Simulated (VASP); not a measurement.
```
CELL_PARAMETERS angstrom
      0.00000     2.99717     2.99717
      2.99717     0.00000     2.99717
      2.99717     2.99717     0.00000
ATOMIC_POSITIONS crystal
  Ga 0.00000 0.00000 0.00000
  Sb 0.25000 0.25000 0.25000
```

The numbers are results of LDA (Ceperley-Alder, Perdew-Zunger), VASP's LDA PAW potentials (set 64) (plane waves; VASP), not measurements. Settings: 520 eV cut-off, 8×8×8 Γ-centred mesh, Gaussian smearing of 0.050 eV, potentials Ga_d Sb.

Problem. Give the stress tensor in GPa (positive for a compressed cell).

Solution. 
```
1.80  0.00  0.00
0.00  1.80  0.00
0.00  0.00  1.80
```
The pressure is its mean diagonal, 1.80 GPa.

The compound is GaSb in the zinc blende structure. This cell is one point of a volume scan, at 0.97 of the reference volume.
